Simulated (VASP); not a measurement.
Here is a VASP 6.6.1 calculation.

POSCAR

```
CoAsPtS2
1.0
    3.7815366600      0.0000000000      0.0000000000
    1.8907678200     -7.9919692700      0.0000000000
    0.0000000000      0.0000000000     -5.8917872100
Pt Co As S
2 2 2 4
Direct
    0.2330000000      0.6400000000      0.7500000000
    0.8730000000      0.3600000000      0.2500000000
    0.5060000000      0.0920000000      0.7510000000
    0.5980000000      0.9080000000      0.2510000000
    0.2820000000      0.5400000000      0.1330000000
    0.8220000000      0.4600000000      0.6330000000
    0.4660000000      0.1680000000      0.3500000000
    0.6340000000      0.8320000000      0.8500000000
    0.1660000000      0.7680000000      0.3500000000
    0.9340000000      0.2320000000      0.8500000000
```

File INCAR.step1:

```
SYSTEM = CoAsPtS2
  PREC = Accurate
  ENCUT = 520
  ISMEAR = -1
  SIGMA = 0.1
  LREAL = .False.
  LASPH = .True.
  NELM = 100
  NBANDS = 47
  GGA = PE
  ALGO = Normal
  EDIFF = 1E-4
  LWAVE = .True.
  LCHARG = .False.
```

Contents of INCAR.step2:

```
SYSTEM = CoAsPtS2
  PREC = Accurate
  ENCUT = 520
  EDIFF = 1E-6
  ISMEAR = -1
  SIGMA = 0.1
  LREAL = .False.
  LASPH = .True.
  NELM = 100
  ALGO = Normal
  ISIF = 2
  LWAVE = .False.
  LCHARG = .False.
  METAGGA = R2SCAN
  LMIXTAU = .True.
  NBANDS = 47
  ISTART = 1
```

The input KPOINTS:

```
regular mesh
0
Gamma
  5 5 3
  0 0 0
```

Potentials or basis: VASP PAW PBE potentials, release 64 (Pt, Co, As, S).

Run with:

```bash
$ cat potpaw_PBE.64/Pt/POTCAR potpaw_PBE.64/Co/POTCAR potpaw_PBE.64/As/POTCAR potpaw_PBE.64/S/POTCAR > POTCAR
$ cp INCAR.step1 INCAR
$ mpirun -np 1 vasp_std > vasp.out
$ cp INCAR.step2 INCAR
$ mpirun -np 1 vasp_std > vasp.out
```

(1) Estimate the band gap on the k mesh.

(2) Estimate the pressure.

Answers

(1) none (metal or under the smearing width).

(2) -5.1 GPa.

Caveat: the PAW data sets were made with another functional, which shifts forces and pressure a little; the run has no spin polarisation, though such a crystal can be magnetic.
